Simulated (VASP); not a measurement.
Given:

```
CELL_PARAMETERS angstrom
      1.79500    -3.10903     0.00000
      1.79500     3.10903     0.00000
      0.00000     0.00000     5.65000
ATOMIC_POSITIONS crystal
  Dy 0.33333 0.66667 0.25000
  Dy 0.66667 0.33333 0.75000
```

Level of theory: revPBE GGA, VASP's PBE PAW potentials (set 64) (plane waves; VASP 6.6.1). Numerical set-up: 520 eV cut-off, 11×11×6 Γ-centred mesh, first-order Methfessel-Paxton smearing of 0.10 eV, potentials Dy_3.

The 4f electrons are frozen in the core of the lanthanide potential, so 4f levels, which can set the real gap, and their magnetism are missing. Energy and stress use the plane-wave basis of the starting cell.

Task: The ions, cell shape and volume are relaxed. What does this cell relax into?

Result: 
```
CELL_PARAMETERS angstrom
      1.83300    -3.17485     0.00000
      1.83300     3.17485     0.00000
      0.00000     0.00000     5.65148
ATOMIC_POSITIONS crystal
  Dy 0.33333 0.66667 0.25000
  Dy 0.66667 0.33333 0.75000
```
Space group P6_3/mmc (194), at a tolerance of 0.03 Å.

Task: How do energy and volume change from the first to the last step?

Result: The energy (σ→0) changes by -9.7 meV/atom and the volume by +4.3 %, in 8 ionic steps.

```json
[
 {"step": "1", "E(σ→0) (eV)": "-8.4978", "max force (eV/Å)": "0.000", "pressure (GPa)": "1.80", "volume (Å³)": "63.06"},
 {"step": "2", "E(σ→0) (eV)": "-8.5153", "max force (eV/Å)": "0.000", "pressure (GPa)": "-0.32", "volume (Å³)": "66.36"},
 {"step": "3", "E(σ→0) (eV)": "-8.5156", "max force (eV/Å)": "0.000", "pressure (GPa)": "-0.09", "volume (Å³)": "65.96"},
 {"step": "4", "E(σ→0) (eV)": "-8.5168", "max force (eV/Å)": "0.000", "pressure (GPa)": "-0.06", "volume (Å³)": "65.91"},
 {"step": "5", "E(σ→0) (eV)": "-8.5172", "max force (eV/Å)": "0.000", "pressure (GPa)": "-0.05", "volume (Å³)": "65.88"},
 {"step": "6", "E(σ→0) (eV)": "-8.5172", "max force (eV/Å)": "0.000", "pressure (GPa)": "-0.05", "volume (Å³)": "65.88"},
 {"step": "7", "E(σ→0) (eV)": "-8.5172", "max force (eV/Å)": "0.000", "pressure (GPa)": "-0.05", "volume (Å³)": "65.88"},
 {"step": "8", "E(σ→0) (eV)": "-8.5172", "max force (eV/Å)": "0.000", "pressure (GPa)": "0.03", "volume (Å³)": "65.78"}
]
```

The compound is Dy in the hcp structure. This run relaxes it. Symmetry was kept, so distortions that lower it aren't found.
